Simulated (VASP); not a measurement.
```xyz
2
Lattice="0.0000 3.0829 3.0829 3.0829 0.0000 3.0829 3.0829 3.0829 0.0000" Properties=species:S:1:pos:R:3 pbc="T T T"
Sr     0.0000     0.0000     0.0000
Te     3.0829     3.0829     3.0829
```

The numbers are results of LDA (Ceperley-Alder, Perdew-Zunger), VASP's LDA PAW potentials (set 64) (plane waves; VASP), not measurements. Settings: 500 eV cut-off, 8×8×8 Γ-centred mesh, Gaussian smearing of 0.050 eV, potentials Sr_sv Te.

Unless said otherwise, spin-orbit coupling is left out, though it shifts the bands of the heavy elements here.

Predict the energy per atom (σ→0), pressure, band gap (on the k-mesh) with the smallest direct gap where there is one.

```
Quantity                                     Result
-----------------------------------  --------------
band gap (on the k-mesh)                    0.80 eV
smallest direct gap (on the k-mesh)         1.70 eV
energy per atom (σ→0)                -4.481 eV/atom
pressure                                   9.91 GPa
```

The absolute energy has meaning only against runs of the same code, potentials and settings.

The compound is SrTe in the rock salt structure. It was relaxed first under an external pressure of 10 GPa.
